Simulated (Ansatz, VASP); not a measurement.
# Cross-check of K2CaP4O12 between VASP and Ansatz

Aim: how closely do two programs agree when they are given the same cell, functional and k mesh? The structure shown is frame 94 of Ansatz's trajectory.

Calculated with Ansatz 0.2.0; plane waves, with VASP 6.6.1 beside it; single point at LDA.

### Step 1. Starting point

The cell holds 76 atoms: 16 P, 8 K, 4 Ca and 48 O. Its edges and angles: a = 10.407 Å, b = 10.407 Å, c = 10.407 Å, α = 90.0°, β = 90.0°, γ = 90.0°. As first built, before any earlier steps moved the atoms (in the runner's words): 76 atoms (16 P, 8 K, 4 Ca, 48 O) placed at random at 2.56 g/cm^3, melted at 4000 K for 10 ps at fixed volume with the Morse and Coulomb pair potential with partial charges (Pedone, Malavasi, Menziani, Cormack and Segre, J. Phys. Chem. B 110, 11780 (2006)). Quenched from 4000 K to 300 K at 8 K/ps and fixed volume, held 10 ps at zero pressure.

### Step 2. Ansatz: dynamics, LDA

Ansatz runs on its default PAW (the set named soft_2) files.

One frame of this run of dynamics is then solved in both programs, so the motion causes no difference.

The input, input.yaml:

```yaml
crystal:
  lattice:
    - [10.40673, 0.0, 0.0]
    - [0.0, 10.40673, 0.0]
    - [0.0, 0.0, 10.40673]
  atoms:
    - { symbol: P, position: [0.44817, 0.93111, 0.46371] }
    - { symbol: P, position: [0.95736, 0.11389, 0.97591] }
    - { symbol: P, position: [0.61238, 0.31516, 0.26203] }
    - { symbol: P, position: [0.08182, 0.11351, 0.70637] }
    - { symbol: P, position: [0.28602, 0.06915, 0.10609] }
    - { symbol: P, position: [0.21205, 0.43439, 0.4123] }
    - { symbol: P, position: [0.67417, 0.57676, 0.39754] }
    - { symbol: P, position: [0.56873, 0.43843, 0.99273] }
    - { symbol: P, position: [0.75054, 0.95766, 0.45932] }
    - { symbol: P, position: [0.56895, 0.06693, 0.08249] }
    - { symbol: P, position: [0.36724, 0.81691, 0.73974] }
    - { symbol: P, position: [0.0135, 0.55838, 0.7957] }
    - { symbol: P, position: [0.87592, 0.65745, 0.18326] }
    - { symbol: P, position: [0.81453, 0.34769, 0.857] }
    - { symbol: P, position: [0.77874, 0.87826, 0.00765] }
    - { symbol: P, position: [0.415, 0.23059, 0.47626] }
    - { symbol: K, position: [0.1777, 0.70639, 0.04359] }
    - { symbol: K, position: [0.63818, 0.06401, 0.73829] }
    - { symbol: K, position: [0.9741, 0.15707, 0.33798] }
    - { symbol: K, position: [0.67924, 0.66705, 0.7046] }
    - { symbol: K, position: [0.12666, 0.38694, 0.07132] }
    - { symbol: K, position: [0.42628, 0.69318, 0.19579] }
    - { symbol: K, position: [0.14426, 0.74598, 0.48661] }
    - { symbol: K, position: [0.11498, 0.91826, 0.31498] }
    - { symbol: Ca, position: [0.40779, 0.1863, 0.81053] }
    - { symbol: Ca, position: [0.34237, 0.48253, 0.72242] }
    - { symbol: Ca, position: [0.87598, 0.34373, 0.5215] }
    - { symbol: Ca, position: [0.95356, 0.82198, 0.69792] }
    - { symbol: O, position: [0.56613, 0.37123, 0.12698] }
    - { symbol: O, position: [0.02067, 0.2425, 0.66769] }
    - { symbol: O, position: [0.51019, 0.26769, 0.36705] }
    - { symbol: O, position: [0.86698, 0.23138, 0.93568] }
    - { symbol: O, position: [0.9757, 0.67604, 0.86522] }
    - { symbol: O, position: [0.77277, 0.63771, 0.3008] }
    - { symbol: O, position: [0.41715, 0.92096, 0.82819] }
    - { symbol: O, position: [0.75242, 0.29863, 0.29321] }
    - { symbol: O, position: [0.57062, 0.57954, 0.025] }
    - { symbol: O, position: [0.06852, 0.40791, 0.40706] }
    - { symbol: O, position: [0.75122, 0.29629, 0.73809] }
    - { symbol: O, position: [0.28366, 0.16823, 0.99799] }
    - { symbol: O, position: [0.14322, 0.50995, 0.837] }
    - { symbol: O, position: [0.37895, 0.87933, 0.35461] }
    - { symbol: O, position: [0.40494, 0.87267, 0.59722] }
    - { symbol: O, position: [0.92248, 0.44479, 0.83313] }
    - { symbol: O, position: [0.40991, 0.08129, 0.48443] }
    - { symbol: O, position: [0.04327, 0.00237, 0.61786] }
    - { symbol: O, position: [0.59071, 0.68617, 0.42778] }
    - { symbol: O, position: [0.19489, 0.95948, 0.08096] }
    - { symbol: O, position: [0.59807, 0.16326, 0.18506] }
    - { symbol: O, position: [0.8146, 0.94023, 0.33229] }
    - { symbol: O, position: [0.22446, 0.79963, 0.74987] }
    - { symbol: O, position: [0.27055, 0.1286, 0.23818] }
    - { symbol: O, position: [0.82594, 0.76741, 0.09929] }
    - { symbol: O, position: [0.24674, 0.51695, 0.52996] }
    - { symbol: O, position: [0.43218, 0.6892, 0.74886] }
    - { symbol: O, position: [0.75049, 0.85723, 0.8692] }
    - { symbol: O, position: [0.00266, 0.59736, 0.65539] }
    - { symbol: O, position: [0.26314, 0.4837, 0.28555] }
    - { symbol: O, position: [0.76281, 0.0935, 0.51388] }
    - { symbol: O, position: [0.00965, 0.6878, 0.23358] }
    - { symbol: O, position: [0.6622, 0.94841, 0.06939] }
    - { symbol: O, position: [0.60522, 0.46891, 0.32778] }
    - { symbol: O, position: [0.29121, 0.30764, 0.44416] }
    - { symbol: O, position: [0.45502, 0.28425, 0.60482] }
    - { symbol: O, position: [0.88159, 0.53317, 0.10571] }
    - { symbol: O, position: [0.58076, 0.13734, 0.9556] }
    - { symbol: O, position: [0.46579, 0.39338, 0.89487] }
    - { symbol: O, position: [0.73643, 0.51698, 0.51332] }
    - { symbol: O, position: [0.43065, 0.02897, 0.10972] }
    - { symbol: O, position: [0.59492, 0.94636, 0.45852] }
    - { symbol: O, position: [0.22241, 0.12418, 0.70905] }
    - { symbol: O, position: [0.79299, 0.86031, 0.56169] }
    - { symbol: O, position: [0.8824, 0.99056, 0.00257] }
    - { symbol: O, position: [0.7035, 0.41092, 0.92599] }
    - { symbol: O, position: [0.01845, 0.16242, 0.09522] }
    - { symbol: O, position: [0.02697, 0.09122, 0.8427] }
kpoints:
  mp_grid: { grid: [1, 1, 1] }
hamiltonian:
  xc: lda
scf:
  occupations: { method: fixed }
output:
  forces: true
  stress: true
md:
  timestep: 1.0
  n_steps: 282
  ensemble: nvt_nose_hoover
  temperature: 300
  initial_velocities: maxwell_boltzmann
  seed: 1832
```

Run with:

```sh
$ ansatz run input.yaml --threads 4 --pin off --max-ram 8192MiB --backend cpu --events-out ev --progress --plain --runs-dir out
```

Numbers of over 12 decimals in the logs are rounded to 6 here.

The log of the run:

```text
Warning: md: disabling space-group detection — thermal motion breaks the input geometry's symmetry, so no spatial operation reduces the k-mesh or symmetrises the density; time reversal is kept, so that k and −k are solved as one point where they differ and the mesh holds both, and exact exchange and, on two spinor components, a DFT+U term hold to it where the run has them: on two components no moment then forms, and  [...]
Warning: output.stress: scf.convergence.dr2_threshold = 7.6e-8 eV (the default of an md: trajectory) is looser than the 7.6e-9 eV advised for a printed stress (1e-10 eV for each atom of the cell: 76). What an SCF threshold leaves in a stress goes as its square root, and in the free energy as the threshold itself, and one threshold admits the most on a small cell: [figures from the program's tests cut] Set scf.converg [...]
Engine: ansatz 0.2.0, aarch64-unknown-linux-gnu
Pseudopotentials: kind: paw
Pseudopotential: P, paw, valence charge 5, recommended cutoff 420 eV (normal), P.paw.azcp
Pseudopotential: K, paw, valence charge 9, recommended cutoff 420 eV (normal), K.paw.azcp
Pseudopotential: Ca, paw, valence charge 10, recommended cutoff 420 eV (normal), Ca.paw.azcp
Pseudopotential: O, paw, valence charge 6, recommended cutoff 420 eV (normal), O.paw.azcp
Functional definition: SPW92
  exchange = slater_x
  correlation = pw_c
Crystal: 76 atoms, lattice volume = 1127.049 Å³
Basis set: ecut = 420 eV, 22119 PW (Γ)
Bands: 316, of which v1, the nominal top of the filled ones, is band 240 counted from 1 (239 counted from 0)
Symmetry: 1 space group operations
k-points: 1
Non-local potential: P, projectors of the file, l = 0: 2, l = 1: 2, l = 2: 2
Non-local potential: K, projectors of the file, l = 0: 3, l = 1: 2, l = 2: 2
Non-local potential: Ca, projectors of the file, l = 0: 3, l = 1: 2, l = 2: 2
Non-local potential: O, projectors of the file, l = 0: 2, l = 1: 2, l = 2: 1
PAW form: soft (Blöchl's): semilocal exchange-correlation on the pseudo side does not see the compensation charge
PAW frozen core: P, regenerated for the run's functional, and the local potential with it (the file was generated under x = pbe(κ = 0.804, μ = 0.219515), c = pbe(β = 0.066725))
PAW frozen core: K, regenerated for the run's functional, and the local potential with it (the file was generated under x = pbe(κ = 0.804, μ = 0.219515), c = pbe(β = 0.066725))
PAW frozen core: Ca, regenerated for the run's functional, and the local potential with it (the file was generated under x = pbe(κ = 0.804, μ = 0.219515), c = pbe(β = 0.066725))
PAW frozen core: O, regenerated for the run's functional, and the local potential with it (the file was generated under x = pbe(κ = 0.804, μ = 0.219515), c = pbe(β = 0.066725))
PAW one-centre angular grid: P, 110 points (default); XC on 64 Gauss nodes
PAW one-centre angular grid: K, 110 points (default); XC on 64 Gauss nodes
PAW one-centre angular grid: Ca, 110 points (default); XC on 64 Gauss nodes
PAW one-centre angular grid: O, 110 points (default); XC on 64 Gauss nodes
Initial density: superposition of atomic densities (neutral atoms: chi_scale 0, normalization atom), corrected by the library's trained network
Initial wavefunctions: pseudopotential atomic-orbital guess
Functional: x = slater, c = lda
SCF iter   1: F=—  HF=-57372.781576 eV  |F-HF|=—  |Δ(HF+E_count)|=         —  Δρ=1.20e-2  dr2=1.46e0  ethr=1.77e-3  ⟨swp⟩=9.0  Hψ=1171  notcnv=0  defer=74
preconditioner: auto → Resta (q_TF=auto, 2.367 Å⁻¹)  ε∞=3.1  [insulator: Δε(μ)=2.800 eV  Ē_g=16.271 eV  n_scr=250 (ndim 8)  ℏωp=23.6 eV  f_vac=0.153  ε∞_Penn≈3.1]
SCF iter   2: F=—  HF=-57372.371908 eV  |F-HF|=—  |Δ(HF+E_count)|=   4.10e-1  Δρ=3.79e-3  dr2=1.17e-1  ethr=3.05e-4  ⟨swp⟩=3.0  Hψ=523  notcnv=0  defer=74
SCF iter   3: F=—  HF=-57372.343975 eV  |F-HF|=—  |Δ(HF+E_count)|=   2.79e-2  Δρ=1.87e-3  dr2=4.11e-2  ethr=2.43e-5  ⟨swp⟩=4.0  Hψ=387  notcnv=0  defer=70
[...]
automatic band count: iteration 1 solves 312 bands in place of 316: the levels show a gap, and the empty bands left out lie too high to hold charge; the band table lists the bands solved (type scf.n_extra_bands for more)
md step   277: t =   277.00 fs  T =   394.1 K  F+E_penalty+E_count = -57380.15701110 eV  E_kin = 3.821041 eV  conserved = -57369.44388428 eV  P_inst = -1.0319 GPa  (3 SCF iters)
[...]
md step   278: t =   278.00 fs  T =   398.8 K  F+E_penalty+E_count = -57380.22208964 eV  E_kin = 3.865951 eV  conserved = -57369.44404409 eV  P_inst = -0.9827 GPa  (4 SCF iters)
[...]
md step   279: t =   279.00 fs  T =   401.6 K  F+E_penalty+E_count = -57380.26963262 eV  E_kin = 3.893359 eV  conserved = -57369.44398797 eV  P_inst = -0.9319 GPa  (3 SCF iters)
[...]
md step   280: t =   280.00 fs  T =   402.8 K  F+E_penalty+E_count = -57380.30103607 eV  E_kin = 3.904681 eV  conserved = -57369.44377229 eV  P_inst = -0.8816 GPa  (8 SCF iters)
[...]
md step   281: t =   281.00 fs  T =   402.7 K  F+E_penalty+E_count = -57380.32018945 eV  E_kin = 3.903793 eV  conserved = -57369.44347968 eV  P_inst = -0.8351 GPa  (4 SCF iters)
[...]
md step   282: t =   282.00 fs  T =   401.8 K  F+E_penalty+E_count = -57380.33215452 eV  E_kin = 3.895714 eV  conserved = -57369.44320170 eV  P_inst = -0.7959 GPa  (8 SCF iters)
SCF converged after 8 iterations
Free energy (F): -57380.332155 eV
Harris-Foulkes:  -57380.332155 eV  (|F-HF|=1.13e-8)
Internal energy: -57380.332155 eV  (E = F + TS)
E sigma→0 (E₀):  -57380.332155 eV
Fermi energy:    3.729405 eV
--- Per-component energies (eV) ---
  E_band       = -3131.615206
  E_kinetic    = 12892.192110
  E_local      = -35752.476399  (includes V_loc(G=0)·N_el)
  E_nonlocal   = 3306.423120
  E_hartree    = 13177.387835
  E_xc         = -6103.519752
  E_vxc        = -7490.851908  (∫ρ·V_xc dr)
  E_paw        = -24938.233715  (= ΣΔE_a)
  E_vpaw       = -2441.799252  (= ΣTr[D̂ρ^β])
  E_aug_tail   = 0.122649  (compensation charges beyond the density's cutoff)
  E_ewald      = -19971.950521
  E_core_change = 9.722518  (= ΣΔE_core)
  E_smearing   = -0.000000  (= −TS)
  E_closure    = 0.000000  (closes the sum)
  Σ components = -57380.332155   (vs F -57380.332155, Δ=0.00e0)
--- Forces (eV/Å), atoms counted from 1 ---
  atom   1  P     -1.37988037    -0.39516448     1.31762043
  atom   2  P      1.05382239    -0.31285992     3.81454748
  atom   3  P     -0.31871066    -0.60256835     0.58967439
  atom   4  P      0.40341689     0.56699872    -0.01767417
  atom   5  P     -0.84759071     2.44865655    -2.26539587
  atom   6  P      1.28013208    -0.78609401     0.24587784
  atom   7  P      0.58702382     1.08204709     0.43038500
  atom   8  P     -1.19048651    -0.21874087    -2.25644189
  atom   9  P      1.20253844     1.65539982    -0.62353889
  atom  10  P      1.63236655     0.72482257    -1.68989370
  atom  11  P     -1.00513711     0.40735267    -0.32618575
  atom  12  P      0.16153686     0.69846178    -2.25386965
  atom  13  P      0.26642908    -0.41968850    -0.99170535
  atom  14  P      1.13567212    -0.34858087    -0.00325557
  atom  15  P     -1.09720845     1.54481918    -0.74978019
  atom  16  P     -0.20385910    -0.52761431     0.85968828
  atom  17  K      0.05176994     0.14864676     0.40018393
  atom  18  K     -0.21191649    -0.06545751    -0.21145351
  atom  19  K      0.76896170    -0.46968164    -0.32669310
  atom  20  K     -0.04178515    -0.10695652    -0.42009199
  atom  21  K      0.32832810     0.05508075    -0.03964148
  atom  22  K     -0.72722322    -0.13647707    -0.29934300
  atom  23  K     -0.00374688     0.66639675    -0.43563043
  atom  24  K     -0.12048922     0.10500505    -0.10740724
[...]
atom  69  O     -0.39731822    -1.02912198     1.69151230
  atom  70  O      1.02101217    -0.51214398    -0.21916010
  atom  71  O      0.32238145    -0.10320794     0.31754536
  atom  72  O     -0.30212917    -0.57058592    -0.30537363
  atom  73  O      0.24162439     0.11389677    -0.89524136
  atom  74  O     -0.68780687     0.85971631     2.04882749
  atom  75  O     -0.81798199     0.16355059    -0.10186357
  atom  76  O      0.23207802    -1.68726097    -2.05312861
  max |Σ_I F_I| component: 1.67e-4 eV/Å
--- Stress (GPa, compression-positive) ---
       -1.199120      -1.785676       0.359530
       -1.785675      -1.263246       0.626087
        0.359530       0.626087      -1.047796
  P = ⅓ Tr σ = -1.1701 GPa (-11.701 kbar)
--- MD trajectory: 282 steps, t = 0.0 → 282.0 fs ---
  final state: T = 401.8 K   F+E_penalty+E_count = -57380.33215452 eV   E_kin = 3.895714 eV
  conserved energy: peak-to-peak 1.830e-2 eV (2.408e-4 eV/atom) over 282.0 fs
```

The column dr2 measures how far the density is from self-consistency, as an energy; F and HF (Harris–Foulkes) agree once it is small.

(Part 1 of 2 ends here.)

[Lines on the potential files, build, host, timing and source positions are cut from VASP's logs without a mark.]

[Logs are printed without paths, hosts, clocks, repeated set-up lines and the standing remarks that a program may print on its own settings, such as how far it seeks lower states.]

[Hosts, paths, dates, database ids (printed as entryN), source tags and the programs' standing remarks are cut or masked in the printed files.]
